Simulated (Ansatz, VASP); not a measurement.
## TiTe2 in two plane-wave programs

One calculation is typed for both programs; each brings its own data sets. How far apart do they land? The cell is taken from a series of runs on this material, whose earlier steps may have relaxed, scaled, displaced or heated it; both programs get it as it stands.

Method: plane waves, with VASP 6.6.1 beside it; relaxation of cell and atoms at PBE and zone-centre phonons at PBE, in Ansatz 0.2.0.

### Step 1. The starting structure

Symmetry: P-3m1, No. 164, trigonal system. Conventional cell: a = 3.771 Å, b = 3.771 Å, c = 6.840 Å, α = 90.00°, β = 90.00°, γ = 120.00°. Ti has 6 Te at 2.78 Å nearest. Te has 3 Ti at 2.78 Å nearest. Farther neighbours and most contacts between anions are not listed.

### Step 2. Ansatz: relaxation of cell and atoms, PBE

Ansatz runs on its default PAW (the set named soft_2) files.

The relaxed volume is the usual yardstick between codes: in a stiff, nearly cubic crystal its relative difference is about their pressure difference at one cell divided by the bulk modulus.

input.yaml

```yaml
crystal:
  lattice:
    - [3.7709768346, 0.0, 0.0]
    - [-1.8854884173, 3.2657617359, 0.0]
    - [0.0, 0.0, 6.8395114227]
  atoms:
    - { symbol: Ti, position: [0.0, 0.0, 0.0] }
    - { symbol: Te, position: [0.6666666667, 0.3333333333, 0.2527480724] }
    - { symbol: Te, position: [0.3333333333, 0.6666666667, 0.7472519276] }
kpoints:
  mp_grid: { grid: [9, 9, 4] }
hamiltonian:
  xc: pbe
scf:
  occupations: { method: methfessel_paxton, width: 0.2 }
output:
  forces: true
  stress: true
  eigenvalues: true
relax:
  adjacent_minimum: "off"
  f_tol: 0.001
  max_steps: 60
  cell: { stress_tol: 0.01 }
```

Run with:

```sh
> ansatz run input.yaml --threads 4 --pin off --max-ram 10240MiB --backend cpu --events-out ev --progress --plain --runs-dir out
```

Numbers of over 12 decimals in the logs are rounded to 6 here.

The log of the run:

```text
Engine: ansatz 0.2.0, aarch64-unknown-linux-gnu
Pseudopotentials: kind: paw
Pseudopotential: Ti, paw, valence charge 12, recommended cutoff 420 eV (normal), Ti.paw.azcp
Pseudopotential: Te, paw, valence charge 16, recommended cutoff 420 eV (normal), Te.paw.azcp
Functional definition: PBE
  parameter kappa = 0.804
  parameter beta = 0.066725
  exchange = pbe_x(kappa = kappa, mu = beta*pi^2/3)
  correlation = pbe_c(beta = beta)
Crystal: 3 atoms, lattice volume = 84.229 Å³
Basis set: ecut = 420 eV, 1619 PW (Γ), exchange–correlation on 54×54×96 points (8 copies of the dense FFT grid, shifted against one another)
Bands: 27, of which v1, the nominal top of the filled ones, is band 22 counted from 1 (21 counted from 0)
Symmetry: 12 space group operations
Space group: P-3m1 (ITA 164), of the structure as read, at distance tolerance 4.4e-5 Å
k-points: 43 of 324
Non-local potential: Ti, projectors of the file, l = 0: 3, l = 1: 2, l = 2: 3, l = 3: 1
Non-local potential: Te, projectors of the file, l = 0: 2, l = 1: 2, l = 2: 2, l = 3: 2
PAW form: soft (Blöchl's): semilocal exchange-correlation on the pseudo side does not see the compensation charge
PAW one-centre angular grid: Ti, 590 points (default); XC on 64 Gauss nodes
PAW one-centre angular grid: Te, 590 points (default); XC on 64 Gauss nodes
Initial density: superposition of atomic densities (neutral atoms: chi_scale 0, normalization atom), corrected by the library's trained network
Initial wavefunctions: pseudopotential atomic-orbital guess
Functional: x = pbe(κ = 0.804, μ = 0.219515), c = pbe(β = 0.066725)
SCF iter   1: F=—  HF=-16461.690388 eV  |F-HF|=—  |Δ(HF+E_count)|=         —  Δρ=3.56e-3  dr2=2.07e-2  ethr=1.77e-3  ⟨swp⟩=5.4  Hψ=4945  notcnv=0
preconditioner: auto → LDOS  [metal: Δε(μ)=0.026 eV  Ē_g=6.219 eV  σ=0.200 eV  W_gap=0.11  n_scr=22 (ndim 8)  ℏωp=16.2 eV  f_vac=0.027  D(μ)=1.59/eV (n_scr^D=4)  β→1.0]
SCF iter   2: F=—  HF=-16461.690574 eV  |F-HF|=—  |Δ(HF+E_count)|=   1.86e-4  S|Δr|=    0.00e0  Δρ=3.61e-3  dr2=2.29e-2  ethr=4.70e-5  ⟨swp⟩=2.7  Hψ=2425  notcnv=0
SCF iter   3: F=—  HF=-16461.688260 eV  |F-HF|=—  |Δ(HF+E_count)|=   2.31e-3  S|Δr|=    0.00e0  Δρ=4.07e-4  dr2=2.88e-4  ethr=4.70e-5  ⟨swp⟩=1.2  Hψ=1169  notcnv=0
SCF iter   4: F=—  HF=-16461.688281 eV  |F-HF|=—  |Δ(HF+E_count)|=   2.10e-5  S|Δr|=    0.00e0  Δρ=1.25e-4  dr2=1.68e-5  ethr=6.55e-7  ⟨swp⟩=2.0  Hψ=1487  notcnv=0
SCF iter   5: F=—  HF=-16461.688250 eV  |F-HF|=—  |Δ(HF+E_count)|=   3.09e-5  S|Δr|=    0.00e0  Δρ=3.46e-5  dr2=2.57e-6  ethr=3.81e-8  ⟨swp⟩=2.0  Hψ=2065  notcnv=0
SCF iter   6: F=—  HF=-16461.688250 eV  |F-HF|=—  |Δ(HF+E_count)|=   2.07e-7  S|Δr|=    0.00e0  Δρ=1.21e-5  dr2=2.17e-7  ethr=5.83e-9  ⟨swp⟩=2.0  Hψ=1894  notcnv=0
SCF iter   7: F=-16461.688250 eV  HF=-16461.688250 eV  |F-HF|=2.18e-8  |Δ(HF+E_count)|=   3.50e-9  S|Δr|=    0.00e0  Δρ=4.13e-6  dr2=2.70e-8  ethr=2.27e-10  ⟨swp⟩=6.0  Hψ=4612  notcnv=0
SCF 1 converged in 7 iterations: F = -16461.688250 eV  dr2 = 2.70e-8
  greatest PAW one-centre occupation: 0.999 electrons in one spin orbital (limit 2), on the Ti atom at site 0 (counted from 0), in its partial waves of l = 0
relax step   1: F+E_penalty+E_count = -16461.68824960 eV  Δ(F+E_penalty+E_count) = +0.000e0 eV  max|allowed force component| = 8.745e-3 eV/Å  Δτ_max = 0.0000 Å  P = +0.011 GPa  Ω = 84.229 Å³  (7 SCF iters, dr2 threshold 1.00e-7 eV, accepted)
[...]
relax step   5: F+E_penalty+E_count = -16461.68857545 eV  Δ(F+E_penalty+E_count) = -4.600e-5 eV  max|allowed force component| = 6.446e-4 eV/Å  Δτ_max = 0.0034 Å  P = -0.000 GPa  Ω = 83.820 Å³  energy of the carried Pulay correction = +5.676e-5 eV  (6 SCF iters, dr2 threshold 8.90e-10 eV, accepted)
[...]
relax step   6: F+E_penalty+E_count = -16461.68858191 eV  Δ(F+E_penalty+E_count) = -6.462e-6 eV  max|allowed force component| = 9.258e-5 eV/Å  Δτ_max = 0.0009 Å  P = +0.001 GPa  Ω = 83.780 Å³  energy of the carried Pulay correction = +6.240e-5 eV  (7 SCF iters, accepted)
[...]
relax step   7: F+E_penalty+E_count = -16461.68851621 eV  Δ(F+E_penalty+E_count) = +6.570e-5 eV  max|allowed force component| = 9.696e-5 eV/Å  Δτ_max = 0.0000 Å  P = +0.001 GPa  Ω = 83.780 Å³  stress off target by 1.88e-3 GPa  SCF on the basis re-selected at this cell (its energy is not comparable with the rows above)  (6 SCF iters)
basis re-selected at this cell: Δ(F+E_penalty+E_count) = +6.570e-5 eV, ΔP = +0.000 GPa vs the last step (what re-selecting the basis moved, of the pressure what is left beyond the Pulay correction that the steps carried, after the strain that the cell walked since its last selection, with what the two solves' SCF thresholds leave and, on support functions, any second-order correction that the steps lacked; it is no m [...]
SCF converged after 6 iterations
Stability not checked: this state was not tested for a lower state beside it, because cold or Methfessel-Paxton smearing, or corrected tetrahedra, fill the levels in a way that the test cannot read (fill_not_monotonic; see scf.lower_state_search)
Free energy (F): -16461.688516 eV
Harris-Foulkes:  -16461.688516 eV  (|F-HF|=0.00e0)
Internal energy: -16461.686906 eV  (E = F + TS)
E sigma→0 (E₀):  -16461.688114 eV
Entropy (-TS):   -0.001610 eV (-0.537 meV/atom)
Fermi energy:    9.634148 eV
--- Per-component energies (eV) ---
  E_band       = -695.353041
  E_kinetic    = 632.322253
  E_local      = -3658.819654  (includes V_loc(G=0)·N_el)
  E_nonlocal   = -612.056454
  E_hartree    = 2102.325161
  E_xc         = -346.143358
  E_vxc        = -330.379752  (∫ρ·V_xc dr)
  E_paw        = -10372.493470  (= ΣΔE_a)
  E_vpaw       = -931.069523  (= ΣTr[D̂ρ^β])
  E_aug_tail   = -0.000207  (compensation charges beyond the density's cutoff)
  E_ewald      = -4206.821177
  E_smearing   = -0.001610  (= −TS)
  E_closure    = 0.000000  (closes the sum)
  Σ components = -16461.688516   (vs F -16461.688516, Δ=0.00e0)
--- Forces (eV/Å), atoms counted from 1 ---
  atom   1  Ti     0.00000000     0.00000000     0.00000000
  atom   2  Te     0.00000000     0.00000000     0.00009696
  atom   3  Te     0.00000000    -0.00000000    -0.00009696
  max |Σ_I F_I| component: 2.63e-31 eV/Å
--- Stress (GPa, compression-positive) ---
        0.001023      -0.000000       0.000000
        0.000000       0.001023       0.000000
        0.000000       0.000000       0.001884
  P = ⅓ Tr σ = 0.0013 GPa (0.013 kbar)
--- Band table (eV; the first three rows and the last of 43) ---
  k-point 0: bands = [... 18 lower, 8.0158, 9.7869, 9.9527, 10.0195, 10.0195, 10.6869, 10.6869, 12.7461, ... 1 higher]
  k-point 1: bands = [... 18 lower, 8.0370, 8.4570, 10.0162, 10.0162, 10.4358, 10.5818, 10.5818, 12.8903, ... 1 higher]
  k-point 2: bands = [... 18 lower, 8.0591, 8.0591, 10.0133, 10.0133, 10.4843, 10.4843, 10.5382, 13.0298, ... 1 higher]
  k-point 42: bands = [... 18 lower, 5.9114, 6.5886, 7.8516, 7.8516, 10.6147, 10.6347, 10.6347, 12.4484, ... 1 higher]
--- Relaxed structure (6 steps of the walk, 6 accepted, 1 SCFs on fresh bases) ---
  F+E_penalty+E_count = -16461.68851621 eV   max|allowed force component| = 9.696e-5 eV/Å   (the final SCF, on the basis selected at the relaxed cell)
  cell:  # Å, volume = 83.7797 Å³
    - [3.780164, 0, 0]
    - [-1.890082, 3.273718, 0]
    - [0, 0, 6.769967]
  atoms:
    - { symbol: Ti, position: [0, 0, 0] }
    - { symbol: Te, position: [0.666667, 0.333333, 0.254264] }
    - { symbol: Te, position: [0.333333, 0.666667, 0.745736] }
```

### Step 3. VASP: relaxation of cell and atoms, PBE

The same cell, functional, mesh and smearing now go to VASP, with its own data sets.

Lines of VASP's logs that name or quote its potential files are left out, and so is its time.

INCAR

```
SYSTEM = TiTe2
PREC = Accurate
ENCUT = 500
EDIFF = 1E-07
NELM = 120
ISMEAR = 1
SIGMA = 0.2
LREAL = .FALSE.
ALGO = Normal
GGA = PE
NBANDS = 18
LASPH = .TRUE.
LORBIT = 11
LWAVE = .FALSE.
LCHARG = .FALSE.
ISIF = 3
IBRION = 2
NSW = 80
EDIFFG = -0.005
GGA_COMPAT = .FALSE.
NELMIN = 4
KPAR = 2
```

POSCAR

```
TiTe2
1.0
    3.7709770000      0.0000000000      0.0000000000
   -1.8854880000      3.2657620000      0.0000000000
    0.0000000000      0.0000000000      6.8395110000
Ti Te
1 2
Direct
    0.0000000000      0.0000000000      0.0000000000
    0.6666664388      0.3333332313      0.2527480400
    0.3333331429      0.6666664625      0.7472519600
```

KPOINTS

```
Automatic mesh
0
Gamma
9 9 4
0 0 0
```

PAW data sets: Ti_sv and Te (PBE family, release 64).

Run with:

```sh
> mpirun -np 2 vasp_std
```

The log of the run:

```text
[banner, memory and clock lines left out]
running    2 mpi-ranks, on    1 nodes
 distrk:  each k-point on    1 cores,    2 groups
 distr:  one band on    1 cores,    1 groups

 POSCAR found type information on POSCAR TiTe
 POSCAR found :  2 types and       3 ions
 LDA part: xc-table for (Slater+PW92), standard interpolation
 POSCAR, INCAR and KPOINTS ok, starting setup
 FFT: planning ... GRIDC
 FFT: planning ... GRID_SOFT
 FFT: planning ... GRID
 WAVECAR not read
 entering main loop
       N       E                     dE             d eps       ncg     rms          rms(c)
DAV:   1     0.172525213940E+03    0.17253E+03   -0.10520E+04  1548   0.119E+03
DAV:   2    -0.288137376062E+01   -0.17541E+03   -0.17197E+03  1690   0.303E+02
DAV:   3    -0.180584363448E+02   -0.15177E+02   -0.14821E+02  2440   0.834E+01
DAV:   4    -0.185304835938E+02   -0.47205E+00   -0.46938E+00  1944   0.140E+01
DAV:   5    -0.185508100100E+02   -0.20326E-01   -0.20319E-01  2376   0.262E+00    0.120E+01
DAV:   6    -0.187549660051E+02   -0.20416E+00   -0.41045E+01  1774   0.400E+01    0.153E+01
DAV:   7    -0.165018023297E+02    0.22532E+01   -0.35420E+01  1956   0.348E+01    0.562E+00
DAV:   8    -0.162281293705E+02    0.27367E+00   -0.14503E+00  1778   0.844E+00    0.195E+00
DAV:   9    -0.162542723160E+02   -0.26143E-01   -0.46275E-01  2100   0.441E+00    0.191E+00
DAV:  10    -0.162272503421E+02    0.27022E-01   -0.45718E-01  1900   0.470E+00    0.963E-01
DAV:  11    -0.162197833709E+02    0.74670E-02   -0.40552E-02  1830   0.150E+00    0.481E-01
DAV:  12    -0.162200484774E+02   -0.26511E-03   -0.12585E-03  1792   0.277E-01    0.312E-01
DAV:  13    -0.162198064067E+02    0.24207E-03   -0.78084E-04  2152   0.187E-01    0.106E-01
DAV:  14    -0.162198029374E+02    0.34692E-05   -0.30296E-05  1724   0.373E-02    0.456E-02
DAV:  15    -0.162197928146E+02    0.10123E-04   -0.14327E-05  2082   0.256E-02    0.386E-02
DAV:  16    -0.162197866598E+02    0.61548E-05   -0.35144E-05  1988   0.401E-02    0.587E-03
DAV:  17    -0.162197867818E+02   -0.12199E-06   -0.88510E-07  1722   0.745E-03    0.286E-03
DAV:  18    -0.162197869511E+02   -0.16927E-06   -0.54524E-08  1002   0.176E-03    0.278E-03
DAV:  19    -0.162197870155E+02   -0.64433E-07   -0.20984E-08   934   0.130E-03
   1 F= -.16219787E+02 E0= -.16219023E+02  d E =-.162198E+02
[... from here on, the cycles between the ionic steps are left out ...]
   2 F= -.16219848E+02 E0= -.16219097E+02  d E =-.610253E-04
   3 F= -.16219928E+02 E0= -.16219218E+02  d E =-.141418E-03
  10 F= -.16220157E+02 E0= -.16219663E+02  d E =-.162991E-04
  11 F= -.16220201E+02 E0= -.16219727E+02  d E =-.596803E-04
  12 F= -.16220263E+02 E0= -.16219827E+02  d E =-.121540E-03
  13 F= -.16220278E+02 E0= -.16219907E+02  d E =-.137139E-03
  14 F= -.16220290E+02 E0= -.16219897E+02  d E =-.148880E-03
  15 F= -.16220290E+02 E0= -.16219892E+02  d E =-.148833E-03
  16 F= -.16220282E+02 E0= -.16219866E+02  d E =-.140854E-03
  17 F= -.16220289E+02 E0= -.16219889E+02  d E =-.148199E-03
  18 F= -.16220293E+02 E0= -.16219889E+02  d E =-.407560E-05
 ZBRENT: can't locate minimum, use default step
 trial-energy change:   -0.000004  1 .order   -0.000004   -0.000004   -0.000004
 step:   0.8924(harm=  1.9046)  dis= 0.00043  next Energy=   -16.220308 (dE=-0.183E-04)
 bond charge predicted
       N       E                     dE             d eps       ncg     rms          rms(c)
DAV:   1    -0.162203311797E+02   -0.37811E-04   -0.18070E-03  1572   0.446E-01    0.443E-02
DAV:   2    -0.162203177013E+02    0.13478E-04   -0.19824E-04  1654   0.909E-02    0.317E-02
DAV:   3    -0.162203092225E+02    0.84788E-05   -0.12501E-04  1856   0.755E-02    0.177E-02
DAV:   4    -0.162203023123E+02    0.69103E-05   -0.29209E-05  1814   0.329E-02    0.643E-03
DAV:   5    -0.162203022031E+02    0.10912E-06   -0.13339E-06  1818   0.845E-03    0.168E-03
DAV:   6    -0.162203022047E+02   -0.15766E-08   -0.54349E-08  1132   0.163E-03
  19 F= -.16220302E+02 E0= -.16219887E+02  d E =-.128949E-04
 curvature:  -1.68 expect dE=-0.112E-04 dE for cont linesearch -0.266E-05
 trial: gam=-0.18594 g(F)=  0.199E-05 g(S)=  0.469E-05 ort = 0.919E-05 (trialstep = 0.357E+00)
 search vector abs. value=  0.510E-05
 reached required accuracy - stopping structural energy minimisation
```

From OUTCAR (step 3):

```text
ion  position               nearest neighbor table
   1  0.000  0.000  0.000-   3 2.78   2 2.78   3 2.78   2 2.78   2 2.78   3 2.78
   2  0.667  0.333  0.253-   1 2.78   1 2.78   1 2.78
   3  0.333  0.667  0.747-   1 2.78   1 2.78   1 2.78

  LATTYP: Found a hexagonal cell.
 ALAT       =     3.7709770000
 C/A-ratio  =     1.8137238705

 Subroutine GETGRP returns: Found 12 space group operations
 (whereof 12 operations were pure point group operations)

The static configuration has the point symmetry D_3d.

 Found     43 irreducible k-points:

   k-points           NKPTS =     43   k-points in BZ     NKDIM =     43   number of bands    NBANDS=     18

   dimension x,y,z NGX =    28 NGY =   28 NGZ =   50
   dimension x,y,z NGXF=    56 NGYF=   56 NGZF=  100

   ENCUT  =  500.0 eV  36.75 Ry    6.06 a.u.   6.88  6.88 12.47*2*pi/ulx,y,z

   NELECT =      24.0000    total number of electrons

 k-points in reciprocal lattice and weights: Automatic mesh
   0.00000000  0.00000000  0.00000000       0.003
   0.11111111 -0.00000000  0.00000000       0.019
   0.22222222  0.00000000  0.00000000       0.019
   0.33333333  0.00000000  0.00000000       0.019
   0.44444444  0.00000000  0.00000000       0.019
   0.11111111  0.11111111  0.00000000       0.019
   0.22222222  0.11111111  0.00000000       0.037
   0.33333333  0.11111111  0.00000000       0.037
   0.44444444  0.11111111  0.00000000       0.019
[...]
0.33333333  0.22222222  0.50000000       0.037
   0.33333333  0.33333333  0.50000000       0.006

 average (electrostatic) potential at core
       1 -75.2581       2 -87.7879       3 -87.7879

 E-fermi :   6.3580

 k-point     1 :       0.0000    0.0000    0.0000
  band No.  band energies     occupation
    ...
      5      -5.8921      2.00000
      6      -4.6141      2.00000
      7       1.3456      2.00000
      8       4.7298      2.00000
      9       4.7298      2.00000
     10       6.5482     -0.03863
     11       6.6764     -0.04685
     12       6.7369     -0.02212
     13       6.7369     -0.02212
     14       7.4087     -0.00000
    ...

 k-point     2 :       0.1111   -0.0000    0.0000
  band No.  band energies     occupation
    ...
      7       1.5094      2.00000
      8       4.3758      2.00000
      9       4.7479      2.00000
     10       5.9074      2.00651
     11       6.3672      0.92190
     12       6.5375     -0.02205
     13       6.6609     -0.05399
     14       7.3489     -0.00000
     15       7.6011     -0.00000
     16       9.0356     -0.00000
    ...

 k-point     3 :       0.2222    0.0000    0.0000
  band No.  band energies     occupation
    ...
      8       3.6075      2.00000
      9       4.3338      2.00000
     10       4.7642      2.00000
     11       5.8489      2.00189
     12       5.9724      2.02004
     13       6.5451     -0.03417
     14       7.4570     -0.00000
     15       7.6397     -0.00000
     16       9.0209     -0.00000
     17       9.3766     -0.00000
    ...

  Total       -0.0100743     -0.0100743      0.0094013     -0.0000000     -0.0000000     -0.0000000
  in kB       -0.1931601     -0.1931601      0.1802568     -0.0000000     -0.0000000     -0.0000000
  external PRESSURE =      -0.0686878 kB  Pullay stress =       0.0000000 kB

  energy-cutoff  :      500.00
  volume of cell :       83.56
      direct lattice vectors                 reciprocal lattice vectors
     3.781538514  0.000000002  0.000000000     0.264442633  0.152675979 -0.000000000
    -1.890768754  3.274908540 -0.000000000    -0.000000000  0.305352039  0.000000000
     0.000000000 -0.000000000  6.747447934    -0.000000000  0.000000000  0.148204182

 POSITION                                       TOTAL-FORCE (eV/Angst)
 -----------------------------------------------------------------------------------
      0.00000      0.00000      0.00000         0.000000     -0.000000     -0.000000
      1.89077      1.09164      1.72051         0.000000     -0.000000      0.004541
      0.00000      2.18327      5.02694        -0.000000      0.000000     -0.004541
 -----------------------------------------------------------------------------------
    total drift:                                0.000271      0.000271      0.000000

  FREE ENERGIE OF THE ION-ELECTRON SYSTEM (eV)
  ---------------------------------------------------
  free  energy   TOTEN  =       -16.2203022047 eV

  energy  without entropy=      -16.2190580755  energy(sigma->0) =      -16.21988749

 reached required accuracy - stopping structural energy minimisation

 total charge
# of ion       s       p       d       tot
------------------------------------------
    1        2.167   6.119   1.859  10.144
    2        1.383   1.992   0.036   3.411
    3        1.383   1.992   0.036   3.411
--------------------------------------------------
tot          4.934  10.103   1.930  16.967

[... 3 further parts left out ...]
```

This run has no spin polarisation, so a moment on Ti, if there is one, isn't seen.

### Step 4. Side by side

Known differences besides the potentials themselves: the data sets hold 44 valence electrons in Ansatz (on its default PAW (the set named soft_2) files) and 24 in VASP; the cutoff is 420 eV in Ansatz and 500 eV in VASP; Ansatz adds a Pulay correction to the stress that steers its cell, VASP none. Total energies have different zeros and are not compared.

Both answers:

```
                                         quantity  Ansatz   VASP  difference
                                      volume (Å³)   83.78  83.56     +0.26 %
edge a after relaxation, in the typed setting (Å)   3.780  3.781     -0.03 %
edge c after relaxation, in the typed setting (Å)   6.770  6.747     +0.33 %
```

[end of part 1 of 2]

[Lines on the potential files, build, host, timing and source positions are cut from VASP's logs without a mark.]

[Logs are printed without paths, hosts, clocks, repeated set-up lines and the standing remarks that a program may print on its own settings, such as how far it seeks lower states.]

[Hosts, paths, dates, database ids (printed as entryN), source tags and the programs' standing remarks are cut or masked in the printed files.]
